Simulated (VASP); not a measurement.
```
NiSb
1.0
    3.60158     0.00000     0.00000
   -1.80079     3.11906     0.00000
    0.00000     0.00000    12.15039
Ni Sb
4 4
Cartesian
  0.00000   2.07937   1.51880
  1.80079   1.03969   7.59399
  1.80079   1.03969  10.63159
  0.00000   2.07937   4.55640
  0.00000   0.00000   0.00000
  0.00000   0.00000   6.07519
  0.00000   2.07937   9.11279
  1.80079   1.03969   3.03760
```
Starting moments (μB, in the order of the record's atoms Ni Ni Ni Ni Sb Sb Sb Sb): 2.0 2.0 2.0 2.0 0.0 0.0 0.0 0.0.

The numbers are results of PBE GGA, VASP's PBE PAW potentials (set 64) (plane waves; VASP 6.6.1), not measurements. Numerical set-up: 300 eV cut-off, 4×4×1 Γ-centred mesh, Gaussian smearing of 0.14 eV, potentials Ni Sb.

Task: Give the spin-up energies of bands 23 to 36 at the high-symmetry points, in eV from the Fermi level.

Result: 
| band | Γ | M | K | A | L | H |
|---|---|---|---|---|---|---|
| 23 | -1.79 | -1.66 | -1.63 | -1.85 | -1.62 | -1.64 |
| 24 | -1.79 | -1.58 | -1.63 | -1.85 | -1.62 | -1.64 |
| 25 | -1.31 | -1.54 | -1.61 | -1.29 | -1.53 | -1.47 |
| 26 | -1.23 | -1.52 | -1.44 | -1.29 | -1.53 | -1.47 |
| 27 | -0.80 | -1.50 | -1.44 | 0.48 | -1.46 | -1.27 |
| 28 | 1.89 | -1.43 | -1.26 | 0.48 | -1.46 | -1.27 |
| 29 | 2.31 | -1.37 | -1.12 | 2.56 | -0.53 | -1.00 |
| 30 | 2.31 | -0.51 | -0.62 | 2.56 | -0.53 | -1.00 |
| 31 | 3.00 | -0.42 | -0.62 | 2.56 | -0.23 | -0.79 |
| 32 | 3.00 | 0.76 | -0.33 | 2.56 | -0.23 | -0.79 |
| 33 | 3.29 | 0.85 | -0.03 | 3.71 | 1.08 | 0.56 |
| 34 | 3.29 | 1.67 | -0.03 | 3.71 | 1.08 | 0.56 |
| 35 | 3.92 | 2.34 | 0.39 | 3.71 | 2.44 | 1.45 |
| 36 | 3.92 | 2.75 | 2.73 | 3.71 | 2.44 | 1.45 |

Task: Give the spin-down energies of bands 23 to 36 at the high-symmetry points, in eV from the Fermi level.

Result: 
```json
[
 {"band": "23", "Γ": "-1.79", "M": "-1.66", "K": "-1.63", "A": "-1.85", "L": "-1.62", "H": "-1.64"},
 {"band": "24", "Γ": "-1.79", "M": "-1.58", "K": "-1.63", "A": "-1.85", "L": "-1.62", "H": "-1.64"},
 {"band": "25", "Γ": "-1.31", "M": "-1.54", "K": "-1.61", "A": "-1.29", "L": "-1.53", "H": "-1.47"},
 {"band": "26", "Γ": "-1.23", "M": "-1.52", "K": "-1.44", "A": "-1.29", "L": "-1.53", "H": "-1.47"},
 {"band": "27", "Γ": "-0.80", "M": "-1.50", "K": "-1.44", "A": "0.48", "L": "-1.46", "H": "-1.27"},
 {"band": "28", "Γ": "1.89", "M": "-1.43", "K": "-1.26", "A": "0.48", "L": "-1.46", "H": "-1.27"},
 {"band": "29", "Γ": "2.31", "M": "-1.37", "K": "-1.12", "A": "2.56", "L": "-0.53", "H": "-1.00"},
 {"band": "30", "Γ": "2.31", "M": "-0.51", "K": "-0.62", "A": "2.56", "L": "-0.53", "H": "-1.00"},
 {"band": "31", "Γ": "3.00", "M": "-0.42", "K": "-0.62", "A": "2.56", "L": "-0.23", "H": "-0.79"},
 {"band": "32", "Γ": "3.00", "M": "0.76", "K": "-0.33", "A": "2.56", "L": "-0.23", "H": "-0.79"},
 {"band": "33", "Γ": "3.29", "M": "0.85", "K": "-0.03", "A": "3.71", "L": "1.08", "H": "0.56"},
 {"band": "34", "Γ": "3.29", "M": "1.67", "K": "-0.03", "A": "3.71", "L": "1.08", "H": "0.56"},
 {"band": "35", "Γ": "3.92", "M": "2.34", "K": "0.39", "A": "3.71", "L": "2.44", "H": "1.45"},
 {"band": "36", "Γ": "3.92", "M": "2.75", "K": "2.73", "A": "3.71", "L": "2.44", "H": "1.45"}
]
```

It has no gap at this level: it comes out as a metal or semimetal.

The structure was generated: NiSb was put into an ordered model structure, which need not be its known phase. The cell was not relaxed at this level. The k-mesh is coarse (spacing up to 0.52 per Å, 2π included), so the numbers may not be converged in it.
